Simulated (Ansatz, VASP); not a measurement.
Ca2Zr: VASP beside Ansatz

File INCAR:

```
PREC     = Accurate       # precision mode
ENCUT    = 520            # plane-wave cutoff, eV
EDIFF    = 1E-6           # SCF threshold, eV
ISMEAR   = 0              # smearing method
SIGMA    = 0.1            # smearing width, eV
LREAL    = False          # projectors in reciprocal space
LASPH    = True           # aspherical terms in the spheres
NELM     = 60             # most SCF steps
ALGO     = Normal         # electronic algorithm
ISIF     = 2              # what is computed and relaxed
LWAVE    = False          # write WAVECAR
LCHARG   = True           # write CHGCAR
GGA      = PE             # functional
LELF     = True           # ELF
LVHAR    = True         
NBANDS   = 41             # bands
```

The input KPOINTS:

```
regular mesh
0
Gamma
  4 4 4
```

Contents of POSCAR:

```
Ca2Zr
1.0
    0.0000000000      4.1852070506      4.1852070506
    4.1852070506      0.0000000000      4.1852070506
    4.1852070506      4.1852070506      0.0000000000
Ca Zr
4 2
Direct
    0.6250000000      0.6250000000      0.6250000000
    0.1250000000      0.6250000000      0.6250000000
    0.6250000000      0.6250000000      0.1250000000
    0.6250000000      0.1250000000      0.6250000000
    0.0000000000      0.0000000000      0.0000000000
    0.2500000000      0.2500000000      0.2500000000
```

Input for Ansatz:

```yaml
crystal:
  lattice:
    - [0.0, 4.1852070506, 4.1852070506]
    - [4.1852070506, 0.0, 4.1852070506]
    - [4.1852070506, 4.1852070506, 0.0]
  atoms:
    - { symbol: Ca, position: [0.625, 0.625, 0.625] }
    - { symbol: Ca, position: [0.125, 0.625, 0.625] }
    - { symbol: Ca, position: [0.625, 0.625, 0.125] }
    - { symbol: Ca, position: [0.625, 0.125, 0.625] }
    - { symbol: Zr, position: [0.0, 0.0, 0.0] }
    - { symbol: Zr, position: [0.25, 0.25, 0.25] }
basis:
  ecutwfc: 420
kpoints:
  mp_grid: { grid: [4, 4, 4] }
hamiltonian:
  xc: pbe
scf:
  occupations: { method: gaussian, width: 0.1 }
  lower_state_search: "off"
output:
  forces: true
  stress: true
  eigenvalues: true
```

Alike in both runs: task single point; functional PBE; k mesh 4 × 4 × 4; occupations gaussian, width 0.1 eV; no spin polarisation.

|  | VASP | Ansatz |
| --- | --- | --- |
| version | VASP 6.6.1 | Ansatz 0.2.0 |
| potentials or method | VASP PAW PBE potentials, release 64 (Ca_sv, Zr_sv) | scalar-relativistic, plane waves, PAW |
| plane-wave cutoff (eV) | 520 | 420 |
| valence electrons in the cell | 64 | 64 |

```csv
,VASP,Ansatz,Ansatz less VASP
gap on the k mesh at the Fermi level (eV),none,none,-
pressure (GPa),12.9,12.8,-0.07
```

A gap of «none» marks a metal or a gap that the smearing closes. The functional is the same, so the differences come from potentials, cutoffs and numerics.
